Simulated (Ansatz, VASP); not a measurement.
**AlNi: VASP beside Ansatz**

Wanted: the spread between two codes on one cell, functional and k mesh. The cell is taken from a series of runs on this material, whose earlier steps may have relaxed, scaled, displaced or heated it; both programs get it as it stands.

Main program and level: Ansatz 0.2.0; plane waves, with VASP 6.6.1 beside it; zone-centre phonons at PBEsol.

## (1) The structure

The structure is trigonal, space group R-3m (No. 166). The conventional cell has a = 3.966 Å, b = 3.966 Å, c = 5.014 Å, α = 90.00°, β = 90.00°, γ = 120.00°. Nearest to Al lie 8 Ni at 2.44 to 2.51 Å. Nearest to Ni lie 8 Al at 2.44 to 2.51 Å. Farther neighbours are not listed.

Structure file:

```xyz
2
Lattice="2.8346 0.0301 0.0301 0.0301 2.8346 0.0301 0.0301 0.0301 2.8346" Properties=species:S:1:pos:R:3 pbc="T T T"
Al    0.0000    0.0000    0.0000
Ni    1.4473    1.4473    1.4473
```

## (2) VASP: zone-centre phonons, PBEsol

Second derivatives magnify differences that forces hide, and they need a tight electronic threshold.

Lines of VASP's logs that name or quote its potential files are left out, and so is its time.

Input file INCAR:

```
SYSTEM = AlNi
PREC = Accurate
ENCUT = 600
EDIFF = 1E-08
NELM = 120
ISMEAR = 1
SIGMA = 0.2
LREAL = .FALSE.
ALGO = Normal
GGA = PS
NBANDS = 12
LASPH = .TRUE.
LORBIT = 11
LWAVE = .FALSE.
LCHARG = .FALSE.
ISIF = 2
IBRION = 8
GGA_COMPAT = .FALSE.
KPAR = 2
```

Input file POSCAR:

```
AlNi
1.0
    2.8345612778      0.0300569816      0.0300569816
    0.0300569816      2.8345612778      0.0300569816
    0.0300569816      0.0300569816      2.8345612778
Al Ni
1 1
Direct
    0.0000000000      0.0000000000      0.0000000000
    0.5000000000      0.5000000000      0.5000000000
```

Input file KPOINTS:

```
Automatic mesh
0
Gamma
16 16 16
0 0 0
```

The projector-augmented-wave data sets are Al and Ni (PBE family, release 64).

Launch:

```
$ mpirun -np 2 vasp_std
```

Numbers of over 12 decimals in the logs are rounded to 6 here.

The program printed:

```text
[banner, memory and clock lines left out]
running    2 mpi-ranks, on    1 nodes
 distrk:  each k-point on    1 cores,    2 groups
 distr:  one band on    1 cores,    1 groups

 POSCAR found type information on POSCAR AlNi
 POSCAR found :  2 types and       2 ions
|                                                                             |
|               ----> ADVICE to this user running VASP <----                  |
|                                                                             |
|     You enforced a specific xc type in the INCAR file but a different       |
|     [... a line on the potential file left out ...]
|     I HOPE YOU KNOW WHAT YOU ARE DOING!                                     |
|                                                                             |

 LDA part: xc-table for (Slater+PW92), standard interpolation
 POSCAR, INCAR and KPOINTS ok, starting setup
 FFT: planning ... GRIDC
 FFT: planning ... GRID_SOFT
 FFT: planning ... GRID
 WAVECAR not read
 entering main loop
       N       E                     dE             d eps       ncg     rms          rms(c)
DAV:   1     0.441186212730E+02    0.44119E+02   -0.61561E+03 10080   0.129E+03
DAV:   2    -0.114012370002E+02   -0.55520E+02   -0.51269E+02 10284   0.208E+02
DAV:   3    -0.132062067619E+02   -0.18050E+01   -0.17830E+01 12080   0.438E+01
DAV:   4    -0.132317191048E+02   -0.25512E-01   -0.25500E-01 11108   0.467E+00
DAV:   5    -0.132324481646E+02   -0.72906E-03   -0.72904E-03 12256   0.885E-01    0.130E+01
DAV:   6    -0.150502087596E+02   -0.18178E+01   -0.52962E+01 11092   0.117E+02    0.157E+01
DAV:   7    -0.115907656742E+02    0.34594E+01   -0.15367E+01 11156   0.694E+01    0.108E+00
DAV:   8    -0.115778987494E+02    0.12867E-01   -0.33204E-01 12216   0.677E+00    0.103E+00
DAV:   9    -0.115628709914E+02    0.15028E-01   -0.46991E-02 12156   0.318E+00    0.209E-01
DAV:  10    -0.115623997620E+02    0.47123E-03   -0.17926E-03 12316   0.640E-01    0.813E-02
DAV:  11    -0.115624015330E+02   -0.17710E-05   -0.53066E-05 11560   0.623E-02    0.276E-02
DAV:  12    -0.115623999729E+02    0.15601E-05   -0.69964E-06 13084   0.451E-02    0.351E-03
DAV:  13    -0.115623997137E+02    0.25919E-06   -0.14810E-07 11576   0.387E-03    0.180E-03
DAV:  14    -0.115623997026E+02    0.11142E-07   -0.48269E-08  8128   0.243E-03    0.625E-04
DAV:  15    -0.115623997218E+02   -0.19180E-07   -0.58606E-09  5912   0.123E-03    0.162E-04
DAV:  16    -0.115623997271E+02   -0.53167E-08   -0.15647E-09  5588   0.340E-04
   1 F= -.11562400E+02 E0= -.11562841E+02  d E =0.132378E-02
 Linear response reoptimize wavefunctions to high precision
DAV:   1    -0.115623997258E+02    0.13310E-08   -0.15889E-10  5888   0.145E-04
DAV:   2    -0.115623997257E+02    0.36380E-11   -0.34399E-11  5484   0.619E-05
 Linear response DOF=           2
 Linear response progress:
  Degree of freedom:   1/  2
       N       E                     dE             d eps       ncg     rms          rms(c)
RMM:   1    -0.587623522221E-02   -0.58762E-02    0.21864E-03 59513   0.649E-01
RMM:   2    -0.556361719543E-02    0.31262E-03   -0.13599E-04 40207   0.233E-01    0.601E-02
RMM:   3    -0.555577825512E-02    0.78389E-05   -0.10470E-04 43122   0.823E-02    0.300E-02
RMM:   4    -0.563230050567E-02   -0.76522E-04   -0.42774E-05 43039   0.502E-02    0.602E-03
RMM:   5    -0.563911866857E-02   -0.68182E-05   -0.24396E-06 44047   0.118E-02    0.181E-03
RMM:   6    -0.564010330886E-02   -0.98464E-06   -0.11480E-07 44155   0.274E-03    0.809E-04
RMM:   7    -0.564005898128E-02    0.44328E-07   -0.86699E-09 41428   0.124E-03    0.644E-04
RMM:   8    -0.563994485780E-02    0.11412E-06   -0.25120E-09 46043   0.407E-04    0.244E-04
RMM:   9    -0.564018419378E-02   -0.23934E-06    0.18441E-10 46445   0.126E-04    0.404E-05
RMM:  10    -0.564016369249E-02    0.20501E-07    0.37940E-10 46353   0.457E-05    0.102E-05
RMM:  11    -0.564018580943E-02   -0.22117E-07    0.15556E-11 46547   0.193E-05    0.284E-06
RMM:  12    -0.564018372664E-02    0.20828E-08    0.13385E-10 46904   0.750E-06    0.685E-07
 first order change of Fermi-energy  -0.77848E-04
 force on displaced ion       1 direction 1 :  -7.030   0.615   0.615
 Linear response progress:
  Degree of freedom:   2/  2
       N       E                     dE             d eps       ncg     rms          rms(c)
RMM:   1    -0.186358575302E+00   -0.18636E+00   -0.98332E-02 38747   0.267E+00
RMM:   2    -0.184952451894E+00    0.14061E-02   -0.17151E-03 39335   0.508E-01    0.135E-01
RMM:   3    -0.184945283728E+00    0.71682E-05   -0.12772E-04 41907   0.983E-02    0.798E-02
RMM:   4    -0.185382882110E+00   -0.43760E-03   -0.20014E-04 45275   0.111E-01    0.563E-03
RMM:   5    -0.185360877733E+00    0.22004E-04   -0.36549E-06 46589   0.203E-02    0.356E-03
RMM:   6    -0.185353405878E+00    0.74719E-05   -0.23102E-07 42836   0.565E-03    0.251E-03
RMM:   7    -0.185342199710E+00    0.11206E-04   -0.87124E-08 43095   0.360E-03    0.516E-04
RMM:   8    -0.185335855818E+00    0.63439E-05   -0.13129E-08 47927   0.974E-04    0.731E-05
RMM:   9    -0.185335322851E+00    0.53297E-06   -0.96053E-10 48788   0.217E-04    0.218E-05
RMM:  10    -0.185335242993E+00    0.79858E-07   -0.17341E-10 49093   0.682E-05    0.167E-05
RMM:  11    -0.185335107371E+00    0.13562E-06   -0.17716E-10 48909   0.296E-05    0.183E-06
RMM:  12    -0.185335125570E+00   -0.18199E-07   -0.71243E-11 49163   0.138E-05    0.707E-07
RMM:  13    -0.185335128316E+00   -0.27463E-08    0.30322E-11 45362   0.851E-06    0.320E-07
 first order change of Fermi-energy  -0.83008E-03
 force on displaced ion       2 direction 1 :  -7.026   0.610   0.610
 Linear response finished
```

From OUTCAR (step 2):

```text
ion  position               nearest neighbor table
   1  0.000  0.000  0.000-   2 2.44   2 2.44   2 2.44   2 2.44   2 2.44   2 2.44   2 2.51   2 2.51

  LATTYP: Found a trigonal (rhomboedric) cell.
 ALAT       =     2.8348799766
 COS(alpha) =     0.0213151479

 Subroutine GETGRP returns: Found 12 space group operations
 (whereof 12 operations were pure point group operations)

The static configuration has the point symmetry D_3d.

 Found    417 irreducible k-points:

   k-points           NKPTS =    417   k-points in BZ     NKDIM =    417   number of bands    NBANDS=     12

   dimension x,y,z NGX =    24 NGY =   24 NGZ =   24
   dimension x,y,z NGXF=    48 NGYF=   48 NGZF=   48

   ENCUT  =  600.0 eV  44.10 Ry    6.64 a.u.   5.66  5.66  5.66*2*pi/ulx,y,z

   NELECT =      13.0000    total number of electrons

 k-points in reciprocal lattice and weights: Automatic mesh
   0.00000000  0.00000000  0.00000000       0.000
   0.06250000  0.00000000  0.00000000       0.001
   0.12500000  0.00000000  0.00000000       0.001
   0.18750000  0.00000000  0.00000000       0.001
   0.25000000  0.00000000  0.00000000       0.001
   0.31250000  0.00000000  0.00000000       0.001
   0.37500000  0.00000000  0.00000000       0.001
   0.43750000  0.00000000  0.00000000       0.001
   0.50000000  0.00000000  0.00000000       0.001
[...]
-0.43750000  0.50000000  0.43750000       0.001
   0.50000000  0.50000000  0.50000000       0.000

 average (electrostatic) potential at core
       1 -69.0720       2 -80.7801

  Total        0.8093152      0.8093152      0.8093152     -0.3927096     -0.3927096     -0.3927096
  in kB       56.9529493     56.9529493     56.9529493    -27.6356702    -27.6356702    -27.6356702
  external PRESSURE =      56.9529493 kB  Pullay stress =       0.0000000 kB

  energy-cutoff  :      600.00
  volume of cell :       22.77
      direct lattice vectors                 reciprocal lattice vectors
     2.834561278  0.030056982  0.030056982     0.352866801 -0.003702452 -0.003702452
     0.030056982  2.834561278  0.030056982    -0.003702452  0.352866801 -0.003702452
     0.030056982  0.030056982  2.834561278    -0.003702452 -0.003702452  0.352866801

 POSITION                                       TOTAL-FORCE (eV/Angst)
 -----------------------------------------------------------------------------------
      0.00000      0.00000      0.00000        -0.000000      0.000000      0.000000
      1.44734      1.44734      1.44734         0.000000     -0.000000      0.000000
 -----------------------------------------------------------------------------------
    total drift:                                0.000000      0.000000     -0.000000

 Eigenvectors and eigenvalues of the dynamical matrix
 ----------------------------------------------------

   1 f  =   10.051993 THz    63.158535 2PiTHz  335.298396 cm-1    41.571684 meV
             X         Y         Z           dx          dy          dz
      0.000000  0.000000  0.000000     0.606877   -0.561157   -0.045720
      1.447338  1.447338  1.447338    -0.411265    0.380281    0.030984

   2 f  =   10.051993 THz    63.158535 2PiTHz  335.298396 cm-1    41.571684 meV
             X         Y         Z           dx          dy          dz
      0.000000  0.000000  0.000000    -0.297587   -0.376777    0.674365
      1.447338  1.447338  1.447338     0.201667    0.255332   -0.457000

   3 f  =    8.758906 THz    55.033832 2PiTHz  292.165668 cm-1    36.223910 meV
             X         Y         Z           dx          dy          dz
      0.000000  0.000000  0.000000     0.477805    0.477805    0.477805
      1.447338  1.447338  1.447338    -0.324092   -0.324092   -0.324092

   4 f/i=    0.001601 THz     0.010062 2PiTHz    0.053417 cm-1     0.006623 meV
             X         Y         Z           dx          dy          dz
      0.000000  0.000000  0.000000     0.324092    0.324092    0.324092
      1.447338  1.447338  1.447338     0.477805    0.477805    0.477805

   5 f/i=    0.002430 THz     0.015267 2PiTHz    0.081049 cm-1     0.010049 meV
             X         Y         Z           dx          dy          dz
      0.000000  0.000000  0.000000     0.374935    0.040402   -0.415337
      1.447338  1.447338  1.447338     0.553267    0.059619   -0.612886

   6 f/i=    0.002430 THz     0.015267 2PiTHz    0.081049 cm-1     0.010049 meV
             X         Y         Z           dx          dy          dz
      0.000000  0.000000  0.000000    -0.263121    0.456263   -0.193142
      1.447338  1.447338  1.447338    -0.388271    0.673278   -0.285008

 ELASTIC MODULI CONTR FROM IONIC RELAXATION (kBar)
 Direction    XX          YY          ZZ          XY          YZ          ZX
 --------------------------------------------------------------------------------
 XX           0.0000      0.0000      0.0000      0.0000      0.0000      0.0000
 YY           0.0000      0.0000      0.0000      0.0000      0.0000      0.0000
 ZZ           0.0000      0.0000      0.0000      0.0000      0.0000      0.0000
 XY           0.0000      0.0000      0.0000      0.0000      0.0000      0.0000
 YZ           0.0000      0.0000      0.0000      0.0000      0.0000      0.0000
 ZX           0.0000      0.0000      0.0000      0.0000      0.0000      0.0000
 --------------------------------------------------------------------------------
```

This run has no spin polarisation, so a moment on Ni, if there is one, isn't seen. Its electron count is odd, so without a moment it is a metal by construction.

## (3) Ansatz: zone-centre phonons, PBEsol

Ansatz runs on its PAW soft_1 files.

The same cell, functional, mesh and smearing now go to Ansatz, which takes its cutoff from its data sets.

Input file input.yaml:

```yaml
crystal:
  lattice:
    - [2.8345612778, 0.0300569816, 0.0300569816]
    - [0.0300569816, 2.8345612778, 0.0300569816]
    - [0.0300569816, 0.0300569816, 2.8345612778]
  atoms:
    - { symbol: Al, position: [0.0, 0.0, 0.0] }
    - { symbol: Ni, position: [0.5, 0.5, 0.5] }
kpoints:
  mp_grid: { grid: [16, 16, 16] }
hamiltonian:
  xc: pbesol
  pseudopotentials: { kind: paw, azcp: { folder: soft_1 }, xc_functional: pbe }
scf:
  occupations: { method: methfessel_paxton, width: 0.2 }
output:
  eigenvalues: true
phonons:
  method: dfpt
```

Launch:

```
$ ansatz run input.yaml --threads 4 --pin off --max-ram 10240MiB --backend cpu --events-out ev --progress --plain --runs-dir out
```

The program printed:

```text
Engine: ansatz 0.2.0, x86_64-unknown-linux-gnu
Pseudopotentials: kind: paw
Pseudopotential: Al, paw, valence charge 3, recommended cutoff 420 eV (normal), soft_1/Al.paw.azcp
Pseudopotential: Ni, paw, valence charge 18, recommended cutoff 420 eV (normal), soft_1/Ni.paw.azcp
Functional definition: PBEsol
  exchange = pbesol_x
  correlation = pbesol_c
Crystal: 2 atoms, lattice volume = 22.767 Å³
Basis set: ecut = 420 eV, 461 PW (Γ), exchange–correlation on 40×40×40 points (8 copies of the dense FFT grid, shifted against one another)
Bands: 15, of which v1, the nominal top of the filled ones, is band 11 counted from 1 (10 counted from 0)
Symmetry: 12 space group operations
k-points: 1098 of 4096 (irreducible under 2 space group operations, time reversal used)
Non-local potential: Al, projectors of the file, l = 0: 2, l = 1: 2, l = 2: 1
Non-local potential: Ni, projectors of the file, l = 0: 3, l = 1: 2, l = 2: 3, l = 3: 1
PAW form: soft (Blöchl's): semilocal exchange-correlation on the pseudo side does not see the compensation charge
PAW frozen core: Al, regenerated for the run's functional, and the local potential with it (the file was generated under x = pbe(κ = 0.804, μ = 0.219515), c = pbe(β = 0.066725))
PAW frozen core: Ni, regenerated for the run's functional, and the local potential with it (the file was generated under x = pbe(κ = 0.804, μ = 0.219515), c = pbe(β = 0.066725))
PAW one-centre angular grid: Al, 110 points (default); XC on 64 Gauss nodes
PAW one-centre angular grid: Ni, 590 points (default); XC on 64 Gauss nodes
Initial density: superposition of atomic densities (chi_scale 0.1, normalization cell, long waves kept (reshape's long-wave potential 0.00 eV rms))
Initial wavefunctions: pseudopotential atomic-orbital guess
Functional: x = pbesol(κ = 0.804, μ = 0.123457), c = pbesol(β = 0.046)
SCF iter   1: F=—  HF=-6331.187667 eV  |F-HF|=—  |Δ(HF+E_count)|=         —  Δρ=7.11e-2  dr2=1.20e0  ethr=3.10e-3  ⟨swp⟩=4.0  Hψ=72880  notcnv=0
preconditioner: auto → none  [metal: Δε(μ)=0.024 eV  Ē_g=10.477 eV  σ=0.200 eV  W_gap=0.10  n_scr=6 (ndim 8)  ℏωp=28.1 eV  f_vac=0.000  D(μ)=0.55/eV (n_scr^D=0)  sad-step TF]
SCF iter   2: F=—  HF=-6331.046833 eV  |F-HF|=—  |Δ(HF+E_count)|=   1.41e-1  S|Δr|=    0.00e0  Δρ=5.47e-2  dr2=7.51e-1  ethr=3.10e-3  ⟨swp⟩=2.0  Hψ=29400  notcnv=0  defer=255
SCF iter   3: F=—  HF=-6330.864232 eV  |F-HF|=—  |Δ(HF+E_count)|=   1.83e-1  S|Δr|=    0.00e0  Δρ=1.84e-2  dr2=7.20e-2  ethr=3.10e-3  ⟨swp⟩=2.0  Hψ=20760  notcnv=0  defer=255
SCF iter   4: F=—  HF=-6330.851227 eV  |F-HF|=—  |Δ(HF+E_count)|=   1.30e-2  S|Δr|=    0.00e0  Δρ=5.21e-3  dr2=3.41e-3  ethr=3.43e-4  ⟨swp⟩=1.9  Hψ=26990  notcnv=0  defer=259
SCF iter   5: F=—  HF=-6330.851022 eV  |F-HF|=—  |Δ(HF+E_count)|=   2.05e-4  S|Δr|=    0.00e0  Δρ=6.59e-4  dr2=4.47e-5  ethr=1.63e-5  ⟨swp⟩=2.5  Hψ=22324  notcnv=0  defer=253
SCF iter   6: F=—  HF=-6330.851001 eV  |F-HF|=—  |Δ(HF+E_count)|=   2.11e-5  S|Δr|=    0.00e0  Δρ=1.48e-4  dr2=2.28e-6  ethr=2.13e-7  ⟨swp⟩=2.5  Hψ=27824  notcnv=0  defer=253
SCF iter   7: F=—  HF=-6330.851000 eV  |F-HF|=—  |Δ(HF+E_count)|=   1.32e-7  S|Δr|=    0.00e0  Δρ=1.60e-5  dr2=3.10e-8  ethr=1.09e-8  ⟨swp⟩=2.4  Hψ=24606  notcnv=0  defer=255
SCF iter   8: F=—  HF=-6330.851000 eV  |F-HF|=—  |Δ(HF+E_count)|=   7.05e-9  S|Δr|=    0.00e0  Δρ=9.72e-7  dr2=1.27e-10  ethr=1.47e-10  ⟨swp⟩=2.2  Hψ=23580  notcnv=0  defer=255
SCF iter   9: F=-6330.851000 eV  HF=-6330.851000 eV  |F-HF|=1.82e-12  |Δ(HF+E_count)|=  2.91e-11  S|Δr|=    0.00e0  Δρ=3.71e-8  dr2=2.01e-13  ethr=1.00e-12  ⟨swp⟩=6.4  Hψ=71216  notcnv=0
SCF 1 converged in 9 iterations: F = -6330.851000 eV  dr2 = 2.01e-13
  greatest PAW one-centre occupation: 1.001 electrons in one spin orbital (limit 2), on the Ni atom at site 1 (counted from 0), in its partial waves of l = 1
DFPT response loops at Γ: preconditioner auto → Kerker (q_TF=auto, 2.692 Å⁻¹) (partly filled bands, converged f_vac=0.000); β = 1.00, the filter's whole step (`scf.mixing.beta` (0.50) is not read by the response loops under this deck's `scf.mixing.preconditioner`; to damp them name `kerker` or `kerker_dos`, under which they read `scf.mixing.beta`, and type it under 1.00, their step now; both keys bind the ground state too); Broyden in place of MSR1
SCF converged after 9 iterations
Stability not checked: this state was not tested for a lower state beside it, because cold or Methfessel-Paxton smearing, or corrected tetrahedra, fill the levels in a way that the test cannot read (fill_not_monotonic; see scf.lower_state_search)
Free energy (F): -6330.851000 eV
Harris-Foulkes:  -6330.851000 eV  (|F-HF|=1.82e-12)
Internal energy: -6330.852333 eV  (E = F + TS)
E sigma→0 (E₀):  -6330.851334 eV
Entropy (-TS):   0.001333 eV (0.666 meV/atom)
Fermi energy:    14.587915 eV
--- Per-component energies (eV) ---
  E_band       = -324.993814
  E_kinetic    = 370.417157
  E_local      = -3677.990902  (includes V_loc(G=0)·N_el)
  E_nonlocal   = -105.398392
  E_hartree    = 1935.245852
  E_xc         = -152.296000
  E_vxc        = -178.278926  (∫ρ·V_xc dr)
  E_paw        = -2080.916489  (= ΣΔE_a)
  E_vpaw       = -604.235296  (= ΣTr[D̂ρ^β])
  E_aug_tail   = 0.000878  (compensation charges beyond the density's cutoff)
  E_ewald      = -2620.130867
  E_core_change = 0.216428  (= ΣΔE_core)
  E_smearing   = 0.001333  (= −TS)
  E_closure    = -0.000000  (closes the sum)
  Σ components = -6330.851000   (vs F -6330.851000, Δ=0.00e0)
--- Band table (eV; the first three rows and the last of 1098) ---
  k-point 0: bands = [... 7 lower, 12.9260, 12.9260, 13.0108, 20.2102, 20.2102, 20.4171, 22.8757, 22.8757]
  k-point 1: bands = [... 7 lower, 12.8914, 12.9136, 12.9938, 19.4548, 20.3092, 20.4524, 22.8771, 23.6265]
  k-point 2: bands = [... 7 lower, 12.7959, 12.8453, 12.9810, 18.0460, 20.5979, 20.7308, 22.8815, 24.8156]
  k-point 1097: bands = [... 7 lower, 13.5587, 13.5587, 16.1427, 16.6479, 16.6479, 18.8081, 19.0077, 19.4247]
--- Phonons (Γ-DFPT): 2 representative perturbations + reference, on 1098 of 4096 k-points (Σ response iterations 6) ---
  k mesh reduced under 2 symmetry operations, with k and −k counted as one. Each operation leaves every solved perturbation unchanged. A smaller set is not used because it would not reduce the number of displacements times k-points to solve
  ASR residual: 4.364e-5 → 0.000e0 eV/Å²; symmetrization residual: 7.773e-8 eV/Å²
  ASR residual per site (eV/Å²): 1.41e-5 4.36e-5
  Γ frequencies (cm⁻¹): 0.00 0.00 0.00 290.96 333.90 333.90
  non-analytic LO–TO correction: not included (Born effective charges unavailable; polar crystals: no LO–TO splitting at Γ)
```

## (4) Side by side

Known differences besides the potentials themselves: the data sets hold 21 valence electrons in Ansatz (on its PAW soft_1 files) and 13 in VASP; the cutoff is 420 eV in Ansatz and 600 eV in VASP; Ansatz makes its cores anew for this functional, VASP keeps those of its PBE data sets. Total energies have different zeros and are not compared.

Both answers:

| quantity | Ansatz | VASP | difference |
| --- | --- | --- | --- |
| optical mode 1 (cm⁻¹) | 291.0 | 292.2 | -0.41 % |
| optical mode 2 to 3 (cm⁻¹) | 333.9 | 335.3 | -0.42 % |

Modes are paired by rising frequency, not by their patterns, so a pair may set unlike modes beside each other; they are those without the splitting of longitudinal modes.

## (5) Summary of results

- r.m.s. difference of the optical zone-centre modes, each program's sorted by frequency (zone-centre phonons, PBEsol): 1.3 cm⁻¹

In words: The r.m.s. difference of the optical zone-centre modes, each program's sorted by frequency is 1.3 cm⁻¹ (zone-centre phonons, PBEsol). The data sets hold unlike numbers of valence electrons (21 in Ansatz and 13 in VASP), so part of the differences comes from the potentials. Such differences can come from data sets, numerical settings and the points named under the comparisons, not from the functional's error against experiment.

[Lines on the potential files, build, host, timing and source positions are cut from VASP's logs without a mark.]

[Logs are printed without paths, hosts, clocks, repeated set-up lines and the standing remarks that a program may print on its own settings, such as how far it seeks lower states.]

[Hosts, paths, dates, database ids (printed as entryN), source tags and the programs' standing remarks are cut or masked in the printed files.]
